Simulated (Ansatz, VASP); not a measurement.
# Cross-check of H18C11F5 (amorphous poly(vinyl fluoride) at 300 K) between VASP and Ansatz

One calculation is typed for both programs; each brings its own data sets. How far apart do they land? The cell is taken from a series of runs on this material, whose earlier steps may have relaxed, scaled, displaced or heated it; both programs get it as it stands.

Program: Ansatz 0.2.0. Level of theory: plane waves, with VASP 6.6.1 beside it; single point at LDA. Results are calculated unless marked as measured.

## (1) The structure

The cell holds 136 atoms: 44 C, 20 F and 72 H. Its edges and angles: a = 10.781 Å, b = 10.781 Å, c = 10.781 Å, α = 90.0°, β = 90.0°, γ = 90.0°. As first built, before any earlier steps moved the atoms (in the runner's words): 2 poly(vinyl fluoride) chains of 10 units placed at random, at 1.3 g/cm^3; overlaps pushed apart, then 20 ps at 800 K with MMFF94 bonds, angles, torsions, charges and radii (Halgren, J. Comput. Chem. 17, 490 (1996)) in harmonic and 12-6 forms; charges of ions scaled by 0.8. Snapshot after 30 ps at 300 K and fixed volume.

## (2) Ansatz: single point, LDA

Ansatz runs on its default PAW (the set named soft_2) files.

A single point gives forces, pressure and levels at one fixed geometry, so differences don't come from the geometry; what else differs is listed under the comparison.

File input.yaml:

```yaml
crystal:
  lattice:
    - [10.78108, 0.0, 0.0]
    - [0.0, 10.78108, 0.0]
    - [0.0, 0.0, 10.78108]
  atoms:
    - { symbol: C, position: [0.665, 0.62399, 0.50625] }
    - { symbol: C, position: [0.55128, 0.67983, 0.44892] }
    - { symbol: C, position: [0.57185, 0.80521, 0.39277] }
    - { symbol: F, position: [0.45746, 0.85268, 0.35602] }
    - { symbol: C, position: [0.6534, 0.79658, 0.2789] }
    - { symbol: C, position: [0.65971, 0.91382, 0.20393] }
    - { symbol: F, position: [0.73992, 0.99757, 0.26181] }
    - { symbol: C, position: [0.70523, 0.89045, 0.07359] }
    - { symbol: C, position: [0.61538, 0.81071, 0.00253] }
    - { symbol: F, position: [0.64276, 0.68591, 0.02776] }
    - { symbol: C, position: [0.61556, 0.82989, 0.8646] }
    - { symbol: C, position: [0.50534, 0.77142, 0.80215] }
    - { symbol: F, position: [0.50066, 0.81627, 0.68059] }
    - { symbol: C, position: [0.51016, 0.6326, 0.80019] }
    - { symbol: C, position: [0.40638, 0.56605, 0.73618] }
    - { symbol: F, position: [0.42315, 0.44049, 0.76099] }
    - { symbol: C, position: [0.27697, 0.60077, 0.77659] }
    - { symbol: C, position: [0.17963, 0.53027, 0.70685] }
    - { symbol: F, position: [0.18947, 0.56837, 0.58276] }
    - { symbol: C, position: [0.04659, 0.55165, 0.74593] }
    - { symbol: C, position: [0.00328, 0.47414, 0.85372] }
    - { symbol: F, position: [0.0193, 0.35004, 0.822] }
    - { symbol: C, position: [0.06324, 0.49245, 0.97872] }
    - { symbol: C, position: [0.03736, 0.6148, 0.0404] }
    - { symbol: F, position: [0.07282, 0.71323, 0.9628] }
    - { symbol: C, position: [0.10799, 0.62942, 0.15918] }
    - { symbol: C, position: [0.06879, 0.73797, 0.23741] }
    - { symbol: F, position: [0.94851, 0.71456, 0.2805] }
    - { symbol: C, position: [0.15335, 0.75837, 0.34561] }
    - { symbol: C, position: [0.113, 0.8598, 0.43232] }
[... 100 atom lines left out ...]
    - { symbol: H, position: [0.97127, 0.02377, 0.54508] }
    - { symbol: H, position: [0.83761, 0.98334, 0.45639] }
    - { symbol: H, position: [0.70885, 0.00341, 0.65238] }
    - { symbol: H, position: [0.96728, 0.00108, 0.77328] }
    - { symbol: H, position: [0.82251, 0.98818, 0.85301] }
    - { symbol: H, position: [0.86437, 0.13049, 0.77919] }
kpoints:
  mp_grid: { grid: [1, 1, 1] }
hamiltonian:
  xc: lda
scf:
  occupations: { method: fermi_dirac, width: 0.025 }
output:
  forces: true
  stress: true
  populations: true
  dos:
    method: { smearing: { sigma: 0.08 } }
    de: 0.1
    projected: { site_lists: { C: [C], F: [F], H: [H] } }
  eigenvalues: true
```

Command:

```console
ansatz run input.yaml --threads 4 --pin off --max-ram 8192MiB --backend cpu --events-out ev --progress --plain --runs-dir out
```

Numbers of over 12 decimals in the logs are rounded to 6 here.

The program printed:

```text
Engine: ansatz 0.2.0, aarch64-unknown-linux-gnu
Pseudopotentials: kind: paw
Pseudopotential: C, paw, valence charge 4, recommended cutoff 420 eV (normal), C.paw.azcp
Pseudopotential: F, paw, valence charge 7, recommended cutoff 420 eV (normal), F.paw.azcp
Pseudopotential: H, paw, valence charge 1, recommended cutoff 420 eV (normal), H.paw.azcp
Functional definition: SPW92
  exchange = slater_x
  correlation = pw_c
Crystal: 136 atoms, lattice volume = 1253.103 Å³
Basis set: ecut = 420 eV, 24405 PW (Γ)
Bands: 330, of which v1, the nominal top of the filled ones, is band 194 counted from 1 (193 counted from 0)
Symmetry: 1 space group operations
Space group: P1 (ITA 1), of the structure as read, at distance tolerance 1.1e-4 Å
k-points: 1
Non-local potential: C, projectors of the file, l = 0: 2, l = 1: 2, l = 2: 1
Non-local potential: F, projectors of the file, l = 0: 2, l = 1: 2, l = 2: 1
Non-local potential: H, projectors of the file, l = 0: 2, l = 1: 1
PAW form: soft (Blöchl's): semilocal exchange-correlation on the pseudo side does not see the compensation charge
PAW frozen core: C, regenerated for the run's functional, and the local potential with it (the file was generated under x = pbe(κ = 0.804, μ = 0.219515), c = pbe(β = 0.066725))
PAW frozen core: F, regenerated for the run's functional, and the local potential with it (the file was generated under x = pbe(κ = 0.804, μ = 0.219515), c = pbe(β = 0.066725))
PAW one-centre angular grid: C, 110 points (default); XC on 64 Gauss nodes
PAW one-centre angular grid: F, 110 points (default); XC on 64 Gauss nodes
PAW one-centre angular grid: H, 110 points (default); XC on 64 Gauss nodes
Initial density: superposition of atomic densities (neutral atoms: chi_scale 0, normalization atom), corrected by the library's trained network
Initial wavefunctions: pseudopotential atomic-orbital guess
Functional: x = slater, c = lda
SCF iter   1: F=—  HF=-27693.702786 eV  |F-HF|=—  |Δ(HF+E_count)|=         —  Δρ=1.04e-2  dr2=9.09e-1  ethr=1.77e-3  ⟨swp⟩=6.0  Hψ=1470  notcnv=0  defer=28
preconditioner: auto → Resta (q_TF=auto, 2.244 Å⁻¹)  ε∞=2.5  [insulator: Δε(μ)=5.692 eV  Ē_g=17.041 eV  σ=0.025 eV  W_gap=1.00  n_scr=250 (ndim 8)  ℏωp=20.7 eV  f_vac=0.231  D(μ)=0.00/eV (n_scr^D=0)  ε∞_Penn≈2.5]
SCF iter   2: F=—  HF=-27693.464033 eV  |F-HF|=—  |Δ(HF+E_count)|=   2.39e-1  Δρ=4.34e-3  dr2=1.66e-1  ethr=2.34e-4  ⟨swp⟩=3.0  Hψ=579  notcnv=0  defer=130
SCF iter   3: F=—  HF=-27693.424104 eV  |F-HF|=—  |Δ(HF+E_count)|=   3.99e-2  Δρ=2.02e-3  dr2=3.79e-2  ethr=4.29e-5  ⟨swp⟩=2.0  Hψ=343  notcnv=0  defer=130
SCF iter   4: F=—  HF=-27693.417121 eV  |F-HF|=—  |Δ(HF+E_count)|=   6.98e-3  Δρ=3.52e-4  dr2=1.86e-3  ethr=9.78e-6  ⟨swp⟩=2.0  Hψ=399  notcnv=0  defer=130
SCF iter   5: F=—  HF=-27693.417923 eV  |F-HF|=—  |Δ(HF+E_count)|=   8.02e-4  Δρ=1.22e-4  dr2=2.89e-4  ethr=4.80e-7  ⟨swp⟩=2.0  Hψ=330  notcnv=0  defer=130
SCF iter   6: F=—  HF=-27693.418148 eV  |F-HF|=—  |Δ(HF+E_count)|=   2.24e-4  Δρ=4.38e-5  dr2=2.71e-5  ethr=7.44e-8  ⟨swp⟩=2.0  Hψ=352  notcnv=0  defer=130
SCF iter   7: F=—  HF=-27693.416429 eV  |F-HF|=—  |Δ(HF+E_count)|=   1.72e-3  Δρ=3.51e-5  dr2=1.00e-5  ethr=6.97e-9  ⟨swp⟩=2.0  Hψ=523  notcnv=0  defer=130
SCF iter   8: F=—  HF=-27693.416429 eV  |F-HF|=—  |Δ(HF+E_count)|=   1.41e-7  Δρ=8.60e-6  dr2=7.60e-7  ethr=2.58e-9  ⟨swp⟩=2.0  Hψ=393  notcnv=0  defer=130
SCF iter   9: F=-27693.416430 eV  HF=-27693.416429 eV  |F-HF|=6.20e-8  |Δ(HF+E_count)|=   5.39e-7  Δρ=2.11e-6  dr2=7.49e-8  ethr=2.58e-11  ⟨swp⟩=12.0  Hψ=2072  notcnv=0
SCF 1 converged in 9 iterations: F = -27693.416430 eV  dr2 = 7.49e-8
  greatest PAW one-centre occupation: 0.927 electrons in one spin orbital (limit 2), on the F atom at site 9 (counted from 0), in its partial waves of l = 0
SCF converged after 9 iterations
Free energy (F): -27693.416430 eV
Harris-Foulkes:  -27693.416429 eV  (|F-HF|=6.20e-8)
Internal energy: -27693.416430 eV  (E = F + TS)
E sigma→0 (E₀):  -27693.416430 eV
Fermi energy:    1.741727 eV
--- Per-component energies (eV) ---
  E_band       = -3135.023026
  E_kinetic    = 9094.138355
  E_local      = -32524.356307  (includes V_loc(G=0)·N_el)
  E_nonlocal   = 2868.166309
  E_hartree    = 12291.377814
  E_xc         = -4274.754599
  E_vxc        = -5434.313491  (∫ρ·V_xc dr)
  E_paw        = -7827.035994  (= ΣΔE_a)
  E_vpaw       = -1721.351019  (= ΣTr[D̂ρ^β])
  E_aug_tail   = -0.053533  (compensation charges beyond the density's cutoff)
  E_ewald      = -7325.928139
  E_core_change = 5.029664  (= ΣΔE_core)
  E_smearing   = -0.000000  (= −TS)
  E_closure    = -0.000000  (closes the sum)
  Σ components = -27693.416430   (vs F -27693.416430, Δ=0.00e0)
--- Forces (eV/Å), atoms counted from 1 ---
  atom   1  C      0.25802520    -0.08107013    -0.02835442
  atom   2  C     -0.74083619     0.08790818     0.30231234
  atom   3  C      0.53918365    -0.33666647    -0.43720111
[...]
atom  97  C     -0.05015665    -0.03134485     0.14420724
  atom  98  C      0.03213697     0.05833436    -0.15608848
  atom  99  F      0.01200246    -0.04328307     0.04971672
  atom 100  C      0.01228582    -0.01706285     0.04886448
  atom 101  H      0.00628931    -0.01388082    -0.00830884
  atom 102  H      0.00574208     0.01279819     0.00730372
  atom 103  H      0.00079863     0.00644847    -0.00269234
  atom 104  H     -0.06073937    -0.02702580    -0.06517062
  atom 105  H     -0.00396759    -0.00446252     0.02853730
  atom 106  H     -0.00034995    -0.00196289    -0.00189937
  atom 107  H     -0.00392851    -0.00358182     0.00699357
  atom 108  H      0.00963330    -0.00208179     0.00896147
  atom 109  H      0.03830895    -0.06257071    -0.03472712
  atom 110  H     -0.02053084    -0.00147336    -0.00012260
  atom 111  H     -0.00246629     0.00344607     0.01125738
  atom 112  H      0.00936984    -0.01311211     0.00090446
  atom 113  H     -0.01705798    -0.00844475    -0.00548012
  atom 114  H     -0.00575487     0.00288590    -0.00186748
  atom 115  H     -0.00098370     0.02043696     0.00410047
  atom 116  H     -0.01352433    -0.00672435    -0.00081504
  atom 117  H      0.01083708     0.00874809     0.00470860
[...]
atom 129  H      0.03042967    -0.01401477    -0.00055841
  atom 130  H      0.01384181    -0.02030816     0.00911130
  atom 131  H     -0.00688349    -0.00451612     0.00168483
  atom 132  H      0.00107267     0.02058961     0.00453015
  atom 133  H      0.01946766    -0.01415095     0.01112126
  atom 134  H     -0.01790532     0.01163229    -0.01068745
  atom 135  H      0.00278414     0.01727863    -0.00624620
  atom 136  H      0.00535079    -0.00959987     0.00032854
  max |Σ_I F_I| component: 3.39e-4 eV/Å
--- Stress (GPa, compression-positive) ---
       -0.423405       0.023377      -0.006609
        0.023377      -0.434331      -0.133788
       -0.006609      -0.133788      -0.152396
  P = ⅓ Tr σ = -0.3367 GPa (-3.367 kbar)
--- Band table (eV) ---
  k-point 0: bands = [... 190 lower, -1.6098, -1.5215, -1.3827, -1.1499, 4.6355, 4.6955, 4.8966, 5.1459, ... 132 higher]
--- Löwdin populations: 136 sites ---
  site symbol       q [e]
     0      C      4.4944
     1      C      4.2792
     2      C      3.7975
     3      F      7.2969
     4      C      4.3266
     5      C      3.8042
     6      F      7.2933
     7      C      4.3029
     8      C      3.8083
     9      F      7.2960
    10      C      4.3097
    11      C      3.7997
    12      F      7.2923
    13      C      4.3215
    14      C      3.7954
    15      F      7.2894
    16      C      4.3096
    17      C      3.8056
    18      F      7.2906
    19      C      4.3269
    20      C      3.8009
    21      F      7.2891
    22      C      4.3123
    23      C      3.8108
[...]
128      H      0.8079
   129      H      0.8126
   130      H      0.8206
   131      H      0.7966
   132      H      0.8223
   133      H      0.8065
   134      H      0.8169
   135      H      0.7997
  spilling = 0.009404 (of n_electrons = 388.000000)
```

Reading the cycles: dr2 is the Hartree energy of the density residual (eV), the measure of convergence; HF is the Harris–Foulkes estimate of the energy, which meets the free energy F at convergence.

## (3) VASP: single point, LDA

The same cell, functional (in two slightly different forms), mesh and smearing now go to VASP, with its own data sets.

Lines of VASP's logs that name or quote its potential files are left out, and so is its time.

File INCAR:

```
SYSTEM = H18C11F5
PREC = Accurate
ENCUT = 600
EDIFF = 1E-06
NELM = 120
ISMEAR = -1
SIGMA = 0.025
LREAL = Auto
ALGO = Normal
GGA = CA
NBANDS = 289
LORBIT = 11
LWAVE = .FALSE.
LCHARG = .FALSE.
ISIF = 2
LASPH = .TRUE.
GGA_COMPAT = .FALSE.
EFERMI = MIDGAP
```

File POSCAR:

```
H18C11F5
1.0
   10.7810800000      0.0000000000      0.0000000000
    0.0000000000     10.7810800000      0.0000000000
    0.0000000000      0.0000000000     10.7810800000
C F H
44 20 72
Direct
    0.6650000000      0.6239900000      0.5062500000
    0.5512800000      0.6798300000      0.4489200000
    0.5718500000      0.8052100000      0.3927700000
    0.6534000000      0.7965800000      0.2789000000
    0.6597100000      0.9138200000      0.2039300000
    0.7052300000      0.8904500000      0.0735900000
    0.6153800000      0.8107100000      0.0025300000
    0.6155600000      0.8298900000      0.8646000000
    0.5053400000      0.7714200000      0.8021500000
    0.5101600000      0.6326000000      0.8001900000
    0.4063800000      0.5660500000      0.7361800000
    0.2769700000      0.6007700000      0.7765900000
    0.1796300000      0.5302700000      0.7068500000
    0.0465900000      0.5516500000      0.7459300000
    0.0032800000      0.4741400000      0.8537200000
    0.0632400000      0.4924500000      0.9787200000
    0.0373600000      0.6148000000      0.0404000000
    0.1079900000      0.6294200000      0.1591800000
    0.0687900000      0.7379700000      0.2374100000
    0.1533500000      0.7583700000      0.3456100000
    0.1130000000      0.8598000000      0.4323200000
    0.2012400000      0.8793700000      0.5371400000
    0.9937400000      0.0984400000      0.0766800000
    0.1208700000      0.0402500000      0.0783500000
    0.2188900000      0.1128200000      0.0094300000
    0.1959600000      0.1181400000      0.8718800000
    0.2812100000      0.2030800000      0.8008000000
    0.4163400000      0.1697900000      0.7929700000
    0.4876000000      0.1835400000      0.9130200000
    0.6129700000      0.2410800000      0.8954100000
[... 100 atom lines left out ...]
    0.9712700000      0.0237700000      0.5450800000
    0.8376100000      0.9833400000      0.4563900000
    0.7088500000      0.0034100000      0.6523800000
    0.9672800000      0.0010800000      0.7732800000
    0.8225100000      0.9881800000      0.8530100000
    0.8643700000      0.1304900000      0.7791900000
```

File KPOINTS:

```
Automatic mesh
0
Gamma
1 1 1
0 0 0
```

Potentials, in the order of the species: C, F and H (LDA family, release 64).

Command:

```console
export OMP_NUM_THREADS=3
mpirun -np 1 vasp_gam
```

The program printed:

```text
[banner, memory and clock lines left out]
running    1 mpi-ranks, on    1 nodes
[...]
Offloading initialized ...    1 GPUs detected
[...]
LDA part: xc-table for (Slater(with rela. corr.)+CA(PZ))
 , standard interpolation
 POSCAR, INCAR and KPOINTS ok, starting setup
[...]
entering main loop
       N       E                     dE             d eps       ncg     rms          rms(c)
DAV:   1     0.306098481973E+04    0.30610E+04   -0.23145E+05   586   0.143E+03
DAV:   2    -0.541106380608E+03   -0.36021E+04   -0.34211E+04   716   0.324E+02
DAV:   3    -0.862166566008E+03   -0.32106E+03   -0.31832E+03   716   0.982E+01
DAV:   4    -0.869489502317E+03   -0.73229E+01   -0.72930E+01   724   0.165E+01
[...]
DAV:  18    -0.800746794905E+03    0.15112E-06   -0.35506E-05   724   0.156E-02    0.637E-03
DAV:  19    -0.800746793658E+03    0.12464E-05   -0.41045E-06   716   0.764E-03    0.261E-03
DAV:  20    -0.800746793856E+03   -0.19767E-06   -0.14609E-06   508   0.409E-03
   1 F= -.80074679E+03 E0= -.80074679E+03  d E =0.000000E+00
```

Parts of OUTCAR (step 3):

```text
  FREE ENERGIE OF THE ION-ELECTRON SYSTEM (eV)
  ---------------------------------------------------
  free  energy   TOTEN  =      -800.7467938558 eV

  energy  without entropy=     -800.7467938558  energy(sigma->0) =     -800.74679386
```

The run ends at a pressure of 0.05 GPa, with forces up to 1.4 eV/Å.

## (4) Side by side

Known differences besides the potentials themselves: the two LDA forms differ slightly; the cutoff is 420 eV in Ansatz and 600 eV in VASP (PREC = Accurate, projectors in real space); VASP's log shows a relativistic correction to its local exchange, Ansatz's none. Total energies have different zeros and are not compared.

Compared:

```
              quantity  Ansatz   VASP  difference
        pressure (GPa)   -0.34   0.05       -0.39
gap on the k mesh (eV)   5.785  5.783      +0.003
```

Forces on 9 of the 136 atoms, those with the largest forces and the largest differences (eV/Å; atoms numbered as in POSCAR):

```
atom         Ansatz x, y, z           VASP x, y, z
  C2   -0.741, 0.088, 0.302   -0.748, 0.080, 0.299
  C3  0.539, -0.337, -0.437  0.849, -0.450, -0.330
 C11  -0.404, 0.232, -0.457  -0.448, 0.569, -0.540
 C34  -0.465, 0.508, -0.286  -0.465, 0.518, -0.289
 C35   0.560, -1.035, 0.060  0.568, -1.267, -0.213
 C37   0.281, -0.651, 0.160   0.181, -0.837, 0.432
 F51  0.027, -0.118, -0.019  0.076, -0.506, -0.116
 F60   -0.072, 0.268, 0.173   -0.074, 0.525, 0.493
 F62   -0.032, 0.026, 0.082   -0.058, 0.306, 0.371
```

The forces differ by 116 meV/Å r.m.s., which is 57.3 % of the r.m.s. force of 0.202 eV/Å (both taken over all components). A gap on the mesh is an upper bound, since the band edges may lie between its points.

## (5) Results

| Item | Value |
| --- | --- |
| r.m.s. force difference (single point, LDA) | 57 % of the r.m.s. force |

**Reading.** The r.m.s. force difference is 57 % of the r.m.s. force (single point, LDA), beyond the 3 % picked in this series as the mark of a large difference. What causes the difference of the single point, LDA pair stays open here. How closely two codes agree says nothing of how well the functional describes the real material.

[Lines on the potential files, build, host, timing and source positions are cut from VASP's logs without a mark.]

[Logs are printed without paths, hosts, clocks, repeated set-up lines and the standing remarks that a program may print on its own settings, such as how far it seeks lower states.]

[Hosts, paths, dates, database ids (printed as entryN), source tags and the programs' standing remarks are cut or masked in the printed files.]

[The MMFF94 radii named for the starting cell were scaled by 0.96; in molecules described by MMFF94, hydrogen bound to N, O or S took a small fixed 12-6 site in their place.]
